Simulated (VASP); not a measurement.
Level of theory: optB88-vdW, VASP's PBE PAW potentials (set 64) (plane waves; VASP).

Input for VASP

POSCAR:
```
RuAl
1.0
  2.9900000000   0.0000000000   0.0000000000
  0.0000000000   2.9900000000   0.0000000000
  0.0000000000   0.0000000000   2.9900000000
Al Ru
1 1
Cart
  1.4950000000   1.4950000000   1.4950000000
  0.0000000000   0.0000000000   0.0000000000
```

**KPOINTS**
```
Automatic mesh
0
G
11 11 11
```

**INCAR**
```
# general
SYSTEM   = RuAl
PREC     = Accurate
ENCUT    = 520
LREAL    = .False.
LASPH    = .True.

# electronic loop
EDIFF    = 1E-6
NELM     = 100
ALGO     = Normal
LMAXMIX  = 4

# smearing
ISMEAR   = 1
SIGMA    = 0.1

# functional
GGA      = BO
LUSE_VDW = .True.
AGGAC    = 0.0
PARAM1   = 0.1833333333
PARAM2   = 0.22

# ions
IBRION   = 2
NSW      = 60
ISIF     = 3
EDIFFG   = -0.01

# output
LWAVE    = .False.
LCHARG   = .False.
```

POTCAR, in this order: Al Ru_pv (PBE.64 set). Program: vasp_std.

What VASP printed:

File OSZICAR:
```
       N       E                     dE             d eps       ncg     rms          rms(c)
DAV:   1     0.120106121490E+03    0.12011E+03   -0.94111E+03  1352   0.133E+03
DAV:   2    -0.762067563730E+01   -0.12773E+03   -0.12319E+03  1456   0.350E+02
DAV:   3    -0.100398621083E+02   -0.24192E+01   -0.23435E+01  1608   0.491E+01
DAV:   4    -0.100660319896E+02   -0.26170E-01   -0.26157E-01  1516   0.494E+00
DAV:   5    -0.100667532856E+02   -0.72130E-03   -0.72128E-03  1712   0.736E-01    0.117E+01
DAV:   6    -0.960263067871E+01    0.46412E+00   -0.29375E+00  1416   0.196E+01    0.230E+00
DAV:   7    -0.954585739026E+01    0.56773E-01   -0.23184E-01  1424   0.577E+00    0.216E+00
DAV:   8    -0.953519521936E+01    0.10662E-01   -0.14931E-02  1440   0.131E+00    0.167E-01
DAV:   9    -0.953522591131E+01   -0.30692E-04   -0.22767E-04  1712   0.147E-01    0.116E-01
DAV:  10    -0.953524137244E+01   -0.15461E-04   -0.48637E-05  1444   0.846E-02    0.898E-03
DAV:  11    -0.953524080965E+01    0.56279E-06   -0.13047E-06  1164   0.150E-02
   1 F= -.95352408E+01 E0= -.95347467E+01  d E =-.953524E+01
       N       E                     dE             d eps       ncg     rms          rms(c)
DAV:   1    -0.987087909093E+01   -0.33564E+00   -0.49040E+00  1368   0.315E+01    0.472E+00
DAV:   2    -0.958451869674E+01    0.28636E+00   -0.22977E+00  1404   0.176E+01    0.194E+00
DAV:   3    -0.953252571401E+01    0.51993E-01   -0.16003E-01  1400   0.463E+00    0.375E-01
DAV:   4    -0.953191891850E+01    0.60680E-03   -0.10295E-02  1384   0.679E-01    0.112E-01
DAV:   5    -0.953198774388E+01   -0.68825E-04   -0.69080E-04  1616   0.313E-01    0.624E-02
DAV:   6    -0.953202739110E+01   -0.39647E-04   -0.64252E-05  1612   0.850E-02    0.950E-03
DAV:   7    -0.953202771477E+01   -0.32367E-06   -0.53896E-06  1608   0.238E-02
   2 F= -.95320277E+01 E0= -.95315678E+01  d E =0.321309E-02
       N       E                     dE             d eps       ncg     rms          rms(c)
DAV:   1    -0.965838520409E+01   -0.12636E+00   -0.17661E+00  1376   0.187E+01    0.318E+00
DAV:   2    -0.955003573498E+01    0.10835E+00   -0.72401E-01  1396   0.101E+01    0.120E+00
DAV:   3    -0.953781580187E+01    0.12220E-01   -0.42104E-02  1392   0.242E+00    0.300E-01
DAV:   4    -0.953769938643E+01    0.11642E-03   -0.36837E-03  1384   0.453E-01    0.549E-02
DAV:   5    -0.953770816793E+01   -0.87815E-05   -0.92791E-05  1564   0.873E-02    0.488E-02
DAV:   6    -0.953772296517E+01   -0.14797E-04   -0.25402E-05  1484   0.477E-02    0.289E-03
DAV:   7    -0.953772303855E+01   -0.73388E-07   -0.51022E-07  1096   0.650E-03
   3 F= -.95377230E+01 E0= -.95372416E+01  d E =-.248223E-02
```

File OUTCAR:
```
------------------------ aborting loop because EDIFF is reached ----------------------------------------
  FORCE on cell =-STRESS in cart. coord.  units (eV):
  Direction    XX          YY          ZZ          XY          YZ          ZX
  --------------------------------------------------------------------------------------
  Total       -0.0041495     -0.0041495     -0.0041495      0.0000000      0.0000000      0.0000000
  in kB       -0.2457342     -0.2457342     -0.2457342      0.0000000      0.0000000      0.0000000
  external PRESSURE =      -0.2457342 kB  Pullay stress =       0.0000000 kB
  volume of cell :       27.05
      direct lattice vectors                 reciprocal lattice vectors
     3.002008757  0.000000000  0.000000000     0.333110287  0.000000000 -0.000000000
    -0.000000000  3.002008757 -0.000000000    -0.000000000  0.333110287  0.000000000
     0.000000000 -0.000000000  3.002008757    -0.000000000  0.000000000  0.333110287
 POSITION                                       TOTAL-FORCE (eV/Angst)
 -----------------------------------------------------------------------------------
      1.50100      1.50100      1.50100        -0.000000     -0.000000      0.000000
      0.00000      0.00000      0.00000         0.000000      0.000000      0.000000
 -----------------------------------------------------------------------------------
    total drift:                               -0.000000      0.000000      0.000000
  FREE ENERGIE OF THE ION-ELECTRON SYSTEM (eV)
  ---------------------------------------------------
  free  energy   TOTEN  =        -9.5377230386 eV

  energy  without entropy=       -9.5362787289  energy(sigma->0) =       -9.53724160

 reached required accuracy - stopping structural energy minimisation
```
(Selected blocks of OUTCAR.)

### CONTCAR
```
RuAl
   1.00000000000000
     3.0020087574246443    0.0000000000000000    0.0000000000000000
    -0.0000000000000000    3.0020087574246443   -0.0000000000000000
     0.0000000000000000   -0.0000000000000000    3.0020087574246443
  Al              Ru
     1     1
Direct
     0.5000000000000000    0.5000000000000000    0.5000000000000000
     0.0000000000000000    0.0000000000000000    0.0000000000000000
```

### OUTCAR
```
 val. band max:       10.4804720306   @ k =   0.3636   0.3636   0.3636

 cond. band min:      10.5141433754   @ k =   0.4545   0.3636   0.2727


 Fermi energy:        10.5040368084

 k-point     1 :       0.0000    0.0000    0.0000
  band No.  band energies     occupation
      1     -31.2525      2.00000
      2     -31.2525      2.00000
      3     -31.2525      2.00000
      4       0.9392      2.00000
      5       7.0318      2.00000
      6       7.0318      2.00000
      7      10.6487     -0.05989
      8      10.6487     -0.05989
      9      10.6487     -0.05989
     10      16.5264      0.00000
     11      16.5264      0.00000
     12      16.5264      0.00000

 k-point     2 :       0.0909    0.0000    0.0000
  band No.  band energies     occupation
      1     -31.2686      2.00000
      2     -31.2512      2.00000
      3     -31.2512      2.00000
      4       1.0964      2.00000
      5       7.0844      2.00000
      6       7.0857      2.00000
      7      10.4583      1.69182
      8      10.4583      1.69178
      9      10.6677     -0.04276
     10      15.7961      0.00000
     11      16.8382      0.00000
     12      16.8382      0.00000

 k-point     3 :       0.1818    0.0000    0.0000
  band No.  band energies     occupation
      1     -31.3116      2.00000
      2     -31.2475      2.00000
      3     -31.2475      2.00000
      4       1.5568      2.00000
      5       7.1678      2.00000
      6       7.2358      2.00000
      7      10.0122      2.00000
      8      10.0122      2.00000
      9      10.7191     -0.00952
     10      14.4435      0.00000
     11      17.6495      0.00000
     12      17.6495      0.00000

 k-point     4 :       0.2727    0.0000    0.0000
  band No.  band energies     occupation
      1     -31.3675      2.00000
      2     -31.2427      2.00000
      3     -31.2427      2.00000
      4       2.2879      2.00000
      5       7.0538      2.00000
      6       7.4457      2.00000
...
```

The compound is RuAl in the CsCl type structure. This run relaxes it. Symmetry was kept, so distortions that lower it aren't found. The electron count is odd and the run is not spin-polarised, which forces a metal.
